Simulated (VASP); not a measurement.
# A VASP study of SnTeS (optB86b-vdW): structure first, properties next

Aim: relax SnTeS, then compute properties on the relaxed cell. The steps: rough relaxation of the start cell, relaxing cell and atoms (optB86b-vdW), second relaxation, single point with fields (optB86b-vdW), band structure (optB86b-vdW), density of states (optB86b-vdW), volume scan with optB86b-vdW, fit for optB86b-vdW, band structure (optB86b-vdW + SOC) and bands along the symmetry lines (optB86b-vdW) with a changed input. The cell is invented: it takes the structure of a Materials Project entry for SnSeS (space group 156 there), with some of its atoms replaced by other elements, volume scaled by an estimate. It may not be a known or stable phase.

Program: VASP 6.6.1. Level of theory: optB86b-vdW; plane waves and PAW (Te, Sn_d, S), in the first sound run; inputs show where later runs differ. Results are calculated unless marked as measured.

### Step 1. Set-up

Before any relaxation, the start is as follows. The structure is trigonal, space group P3m1 (No. 156). Conventional cell: a = 3.886 Å, b = 3.886 Å, c = 6.577 Å, α = 90.00°, β = 90.00°, γ = 120.00°. Nearest to Te lie 3 Sn at 2.78 Å. Nearest to Sn lie 3 S at 2.69 Å and 3 Te at 2.78 Å. Nearest to S lie 3 Sn at 2.69 Å. It derives from SnSeS. It takes the structure of a Materials Project entry for SnSeS (space group 156 there), with some of its atoms replaced by other elements, volume scaled by an estimate. Farther neighbours and most contacts between anions are not listed.

### Step 2. Rough relaxation of the start cell

The start is only an estimate, so a cheap relaxation brings it near a minimum before any careful run. optB86b-vdW pairs nonlocal correlation with a less repulsive exchange of B86b form. LUSE_VDW switches on a nonlocal correlation term for dispersion.

INCAR reads:

```
SYSTEM = SnTeS
PREC = Normal
ENCUT = 400
EDIFF = 1E-05
NELM = 60
ISMEAR = -1
SIGMA = 0.05
LREAL = .FALSE.
ALGO = Fast
GGA = MK
AGGAC = 0
LUSE_VDW = .TRUE.
PARAM1 = 0.1234
PARAM2 = 1
LASPH = .TRUE.
NBANDS = 19
LORBIT = 11
LWAVE = .FALSE.
LCHARG = .FALSE.
IBRION = 2
NSW = 40
ISIF = 3
EDIFFG = -0.04
```

POSCAR reads:

```
SnTeS
1.0
    3.8860710000      0.0000000000      0.0000000000
   -1.9430360000      3.3654360000      0.0000000000
    0.0000000000      0.0000000000      6.5770540000
Te Sn S
1 1 1
Direct
    0.0000000000      0.0000000000      0.7577104000
    0.3333333300      0.6666666700      0.0076460600
    0.6666666700      0.3333333300      0.2346445400
```

KPOINTS reads:

```
Automatic mesh
0
Gamma
5 5 3
0 0 0
```

Potentials, in the order of the species: Te, Sn_d and S (PBE family, release 64).

Launch:

```console
$ mpirun -np 1 vasp_std
```

Output:

```text
[banner, memory and clock lines left out]
running    1 mpi-ranks, on    1 nodes
 distrk:  each k-point on    1 cores,    1 groups
 distr:  one band on    1 cores,    1 groups

 POSCAR found type information on POSCAR TeSnS
 POSCAR found :  3 types and       3 ions
|                                                                             |
|               ----> ADVICE to this user running VASP <----                  |
|                                                                             |
|     You have switched on vdW-DFT.                                           |
|     This routine was written and supplied by Jiri Klimes. We recommend      |
|     that you carefully read and cite the following publications:            |
|       J. Klimes, D.R. Bowler, A. Michelides                                 |
|          J. Phys.: Cond Matt. 22 022201 (2010)                              |
|       J. Klimes, D.R. Bowler, A. Michelides                                 |
|          Phys. Rev. B. 83, 195131 (2011)                                    |
|     and references therein.                                                 |
|                                                                             |

|                                                                             |
|               ----> ADVICE to this user running VASP <----                  |
|                                                                             |
|     You enforced a specific xc type in the INCAR file but a different       |
|     [... a line on the potential file left out ...]
|     I HOPE YOU KNOW WHAT YOU ARE DOING!                                     |
|                                                                             |

 LDA part: xc-table for (Slater+PW92), standard interpolation
 POSCAR, INCAR and KPOINTS ok, starting setup
 FFT: planning ... GRIDC
 FFT: planning ... GRID_SOFT
 FFT: planning ... GRID
 WAVECAR not read
 entering main loop
       N       E                     dE             d eps       ncg     rms          rms(c)
DAV:   1     0.188012317245E+03    0.18801E+03   -0.10730E+04   456   0.129E+03
DAV:   2     0.151500604208E+02   -0.17286E+03   -0.16832E+03   489   0.325E+02
DAV:   3    -0.466430310040E+01   -0.19814E+02   -0.19540E+02   586   0.109E+02
DAV:   4    -0.529653602414E+01   -0.63223E+00   -0.63069E+00   535   0.214E+01
DAV:   5    -0.531637642580E+01   -0.19840E-01   -0.19839E-01   668   0.385E+00    0.790E+00
RMM:   6    -0.495954714198E+01    0.35683E+00   -0.54818E-01   503   0.489E+00    0.511E+00
RMM:   7    -0.495126543474E+01    0.82817E-02   -0.16068E-01   469   0.215E+00    0.210E+00
RMM:   8    -0.495075141813E+01    0.51402E-03   -0.21436E-02   516   0.129E+00    0.205E-01
RMM:   9    -0.495087900829E+01   -0.12759E-03   -0.59417E-03   613   0.587E-01    0.149E-01
RMM:  10    -0.495091262653E+01   -0.33618E-04   -0.93038E-04   545   0.208E-01    0.920E-02
RMM:  11    -0.495095036041E+01   -0.37734E-04   -0.19082E-04   484   0.103E-01    0.350E-02
RMM:  12    -0.495096048389E+01   -0.10123E-04   -0.53086E-05   444   0.542E-02    0.777E-03
RMM:  13    -0.495096066167E+01   -0.17778E-06   -0.78215E-06   299   0.250E-02
   1 F= -.49509607E+01 E0= -.49491681E+01  d E =-.495096E+01
 curvature:   0.00 expect dE= 0.000E+00 dE for cont linesearch  0.000E+00
 trial: gam= 0.00000 g(F)=  0.281E+00 g(S)=  0.157E+00 ort = 0.000E+00 (trialstep = 0.100E+01)
 search vector abs. value=  0.437E+00
 bond charge predicted
       N       E                     dE             d eps       ncg     rms          rms(c)
DAV:   1    -0.592037589807E+01   -0.96942E+00   -0.79148E+01   591   0.115E+02    0.648E+00
RMM:   2    -0.523004537926E+01    0.69033E+00   -0.46663E+00   505   0.238E+01    0.295E+00
RMM:   3    -0.502707025605E+01    0.20298E+00   -0.13901E+00   493   0.129E+01    0.572E-01
RMM:   4    -0.507641718865E+01   -0.49347E-01   -0.59845E-01   572   0.567E+00    0.816E-01
RMM:   5    -0.508770605893E+01   -0.11289E-01   -0.10973E-01   669   0.231E+00    0.111E+00
RMM:   6    -0.508471719947E+01    0.29889E-02   -0.62656E-03   555   0.758E-01    0.119E+00
RMM:   7    -0.508247236202E+01    0.22448E-02   -0.34202E-03   561   0.485E-01    0.133E+00
RMM:   8    -0.508313769173E+01   -0.66533E-03   -0.10252E-03   526   0.235E-01    0.151E+00
RMM:   9    -0.508323213753E+01   -0.94446E-04   -0.30979E-04   620   0.123E-01    0.157E+00
RMM:  10    -0.508320748654E+01    0.24651E-04   -0.32854E-05   377   0.464E-02    0.156E+00
RMM:  11    -0.508346865311E+01   -0.26117E-03   -0.82975E-05   498   0.949E-02    0.169E+00
RMM:  12    -0.508435133314E+01   -0.88268E-03   -0.68701E-04   619   0.225E-01    0.205E+00
RMM:  13    -0.508435780216E+01   -0.64690E-05   -0.37593E-05   431   0.470E-02
   2 F= -.50843578E+01 E0= -.50784472E+01  d E =-.133397E+00
[... from here on, the cycles between the ionic steps are left out ...]
   3 F= -.50974813E+01 E0= -.50914641E+01  d E =-.146521E+00
   4 F= -.51456683E+01 E0= -.51402949E+01  d E =-.481870E-01
   5 F= -.51534859E+01 E0= -.51462068E+01  d E =-.560046E-01
   6 F= -.51538573E+01 E0= -.51460275E+01  d E =-.563760E-01
   7 F= -.51696523E+01 E0= -.51600627E+01  d E =-.157950E-01
   8 F= -.51750372E+01 E0= -.51651199E+01  d E =-.211799E-01
   9 F= -.51756452E+01 E0= -.51660035E+01  d E =-.217879E-01
  10 F= -.51816212E+01 E0= -.51720594E+01  d E =-.597596E-02
  11 F= -.51823730E+01 E0= -.51727751E+01  d E =-.672781E-02
  12 F= -.51878231E+01 E0= -.51782687E+01  d E =-.545011E-02
  13 F= -.51982356E+01 E0= -.51880978E+01  d E =-.158626E-01
  14 F= -.51999811E+01 E0= -.51893627E+01  d E =-.176081E-01
  15 F= -.52000575E+01 E0= -.51892948E+01  d E =-.176845E-01
  16 F= -.52000629E+01 E0= -.51893478E+01  d E =-.176899E-01
 curvature:  -4.81 expect dE=-0.376E-02 dE for cont linesearch -0.674E-06
 trial: gam= 0.00484 g(F)=  0.438E-03 g(S)=  0.344E-03 ort =-0.621E-04 (trialstep = 0.127E+01)
 search vector abs. value=  0.782E-03
 bond charge predicted
       N       E                     dE             d eps       ncg     rms          rms(c)
DAV:   1    -0.520162527445E+01   -0.15625E-02   -0.13522E-01   565   0.236E+00    0.228E-01
RMM:   2    -0.520089345216E+01    0.73182E-03   -0.40017E-03   484   0.521E-01    0.116E-01
RMM:   3    -0.520069099583E+01    0.20246E-03   -0.15615E-03   565   0.319E-01    0.517E-02
RMM:   4    -0.520066285968E+01    0.28136E-04   -0.26071E-04   585   0.123E-01    0.310E-02
RMM:   5    -0.520065843287E+01    0.44268E-05   -0.36086E-05   410   0.492E-02
  17 F= -.52006584E+01 E0= -.51901275E+01  d E =-.595560E-03
 trial-energy change:   -0.000596  1 .order   -0.000580   -0.000994   -0.000165
 step:   1.5243(harm=  1.5243)  dis= 0.00499  next Energy=    -5.200659 (dE=-0.596E-03)
 reached required accuracy - stopping structural energy minimisation
```

Wall time 3.7 min (1 MPI rank of Intel Xeon Platinum 8559C (Emerald Rapids), shared host); peak memory 0.27 GiB.

The logs omit lines about the potential files and the build; timing stands in the text.

OUTCAR, selected parts (step 2):

```text
ion  position               nearest neighbor table
   1  0.000  0.000  0.758-   2 2.78   2 2.78   2 2.78
   2  0.333  0.667  0.008-   3 2.69   3 2.69   3 2.69   1 2.78   1 2.78   1 2.78
   3  0.667  0.333  0.235-   2 2.69   2 2.69   2 2.69

  LATTYP: Found a hexagonal cell.
 ALAT       =     3.8860710000
 C/A-ratio  =     1.6924688200

 Subroutine GETGRP returns: Found  6 space group operations
 (whereof  6 operations were pure point group operations)

The static configuration has the point symmetry C_3v.

 Found     12 irreducible k-points:

   k-points           NKPTS =     12   k-points in BZ     NKDIM =     12   number of bands    NBANDS=     19

   dimension x,y,z NGX =    20 NGY =   20 NGZ =   32
   dimension x,y,z NGXF=    40 NGYF=   40 NGZF=   64

   ENCUT  =  400.0 eV  29.40 Ry    5.42 a.u.   6.34  6.34 10.73*2*pi/ulx,y,z

   NELECT =      26.0000    total number of electrons

 k-points in reciprocal lattice and weights: Automatic mesh
   0.00000000  0.00000000  0.00000000       0.013
   0.20000000  0.00000000  0.00000000       0.080
   0.40000000 -0.00000000  0.00000000       0.080
   0.20000000  0.20000000  0.00000000       0.080
   0.40000000  0.20000000  0.00000000       0.080
   0.00000000  0.00000000  0.33333333       0.027
   0.20000000  0.00000000  0.33333333       0.080
   0.00000000  0.20000000  0.33333333       0.080
   0.40000000 -0.00000000  0.33333333       0.080
   0.00000000  0.40000000  0.33333333       0.080
   0.20000000  0.20000000  0.33333333       0.160
   0.40000000  0.20000000  0.33333333       0.160

 average (electrostatic) potential at core
       1 -88.3049       2-101.3413       3 -85.7350

 E-fermi :   5.9142

 k-point     1 :       0.0000    0.0000    0.0000
  band No.  band energies     occupation
    ...
      8      -1.0783      2.00000
      9       4.0442      2.00000
     10       4.0442      2.00000
     11       4.9255      2.00000
     12       5.8240      1.71735
     13       6.2465      0.00259
     14       6.2465      0.00259
     15       9.1718      0.00000
     16       9.7697      0.00000
     17       9.7697      0.00000
    ...

 k-point     2 :       0.2000    0.0000    0.0000
  band No.  band energies     occupation
    ...
      9       2.2183      2.00000
     10       3.5453      2.00000
     11       3.8339      2.00000
     12       5.0692      2.00000
     13       5.9463      0.68973
     14       6.9943      0.00000
     15       8.8431      0.00000
     16      10.0702      0.00000
     17      10.2387      0.00000
     18      11.6491      0.00000
    ...

 k-point     3 :       0.4000   -0.0000    0.0000
  band No.  band energies     occupation
    ...
      9       1.2813      2.00000
     10       2.1419      2.00000
     11       2.9164      2.00000
     12       3.9880      2.00000
     13       5.5146      1.99932
     14       6.3113      0.00071
     15       8.8216      0.00000
     16       9.9774      0.00000
     17      10.2012      0.00000
     18      10.9134      0.00000
    ...

Total vdW correction in eV:      4.4483251

  Total        0.0304751      0.0304751     -0.0552747     -0.0000000     -0.0000000      0.0000000
  in kB        0.5969838      0.5969838     -1.0827889     -0.0000001     -0.0000000      0.0000000
  external PRESSURE =       0.0370596 kB  Pullay stress =       0.0000000 kB

  energy-cutoff  :      400.00
  volume of cell :       81.79
      direct lattice vectors                 reciprocal lattice vectors
     3.840849810  0.000000009 -0.000000000     0.260359048  0.150318413  0.000000000
    -1.920425392  3.326273305  0.000000000    -0.000000001  0.300636751 -0.000000000
    -0.000000000  0.000000000  6.401891534     0.000000000 -0.000000000  0.156203834

 POSITION                                       TOTAL-FORCE (eV/Angst)
 -----------------------------------------------------------------------------------
      3.84085      0.00000      4.59420        -0.000000      0.000000      0.020464
     -0.00000      2.21752      0.17686         0.000000     -0.000000     -0.015314
      1.92042      1.10876      1.63083         0.000000     -0.000000     -0.005149
 -----------------------------------------------------------------------------------
    total drift:                                0.000004     -0.000006     -0.012164

  FREE ENERGIE OF THE ION-ELECTRON SYSTEM (eV)
  ---------------------------------------------------
  free  energy   TOTEN  =        -5.2006584329 eV

  energy  without entropy=       -5.1795966269  energy(sigma->0) =       -5.19012753

Total vdW correction in eV:      4.4482906

 reached required accuracy - stopping structural energy minimisation

 total charge
# of ion       s       p       d       tot
------------------------------------------
    1        1.412   1.898   0.030   3.341
    2        1.145   0.942  10.066  12.153
    3        1.374   2.280   0.000   3.653
--------------------------------------------------
tot          3.931   5.120  10.096  19.147

[... 3 further parts left out ...]
```

The k-mesh is coarse for a metal. This relaxation is a rough one on cheap settings, only to bring the start near its minimum. The PAW data sets were made with PBE, which is usual practice but a small mismatch for other functionals. The run keeps the 6 symmetry operations of its start, so it cannot find a distortion of lower symmetry.

The steps of the relaxation:

```
step  energy less that of the first step (eV)  largest force (eV/Å)  pressure (GPa)  volume (Å³)
   1                                   0.0000                1.7382            3.35        86.02
   2                                  -0.1334                0.1887           -6.43        93.71
   3                                  -0.1465                0.5868           -1.49        91.38
   4                                  -0.1947                0.3660           -0.52        88.81
   5                                  -0.2025                0.4257            0.08        87.60
   6                                  -0.2029                0.4750            0.26        87.30
   7                                  -0.2187                0.2801           -0.17        87.00
   8                                  -0.2241                0.0258           -0.68        86.57
   9                                  -0.2247                0.0663           -0.56        86.68
  10                                  -0.2307                0.1236            0.16        84.90
  11                                  -0.2314                0.1491            0.45        84.15
  12                                  -0.2369                0.1015            0.32        83.74
  13                                  -0.2473                0.0476            0.17        82.49
  14                                  -0.2490                0.0687            0.00        81.86
  15                                  -0.2491                0.0765            0.01        81.64
  16                                  -0.2491                0.0680            0.03        81.72
  17                                  -0.2497                0.0205            0.00        81.79
```

```
conventional cell, symmetrised  before  after  change
                         a (Å)   3.886  3.841  -1.2 %
                         b (Å)   3.886  3.841  -1.2 %
                         c (Å)   6.577  6.402  -2.7 %
              volume (Å³/atom)   28.67  27.26  -4.9 %
```

The atoms that moved most (Å, as changes of fractional coordinates times the final cell):

```
atom     dx     dy      dz  length
 Te1  0.000  0.000  -0.257   0.257
  S3  0.000  0.000   0.129   0.129
 Sn2  0.000  0.000   0.128   0.128
```

Final coordinates:

```xyz
3
Lattice="3.8408 0.0000 0.0000 -1.9204 3.3263 0.0000 0.0000 0.0000 6.4019" Properties=species:S:1:pos:R:3 pbc="T T T"
Te    0.0000    0.0000    4.5942
Sn    0.0000    2.2175    0.1769
S     1.9204    1.1088    1.6308
```

Numbers from this step:

| Item | Value |
| --- | --- |
| electrons | 26 |
| bands | 19 |
| irreducible k-points | 12 |
| symmetry operations | 6 |
| free energy (TOTEN) | -5.201 eV |
| energy at zero smearing | -5.190 eV |
| Fermi energy | 5.914 eV |
| pressure | 0.003706 GPa |
| metallic, judged on the points sampled | yes |
| SCF cycles over all ionic steps | 125 |

It ends with a largest force of 0.020 eV/Å and a pressure of 0.00 GPa.

(Continued in part 2 of 6.)

[Lines on the potential files, build, host, timing and source positions are cut from VASP's logs without a mark.]

[Logs are printed without paths, hosts, clocks, repeated set-up lines and the standing remarks that a program may print on its own settings, such as how far it seeks lower states.]

[Hosts, paths, dates, database ids (printed as entryN), source tags and the programs' standing remarks are cut or masked in the printed files.]

[A measured line is paired with the nearest computed mode of its activity, which favours agreement.]

[In band tables of VASP the shares of atoms and orbitals are scaled to a sum of 1 inside the atoms' spheres.]
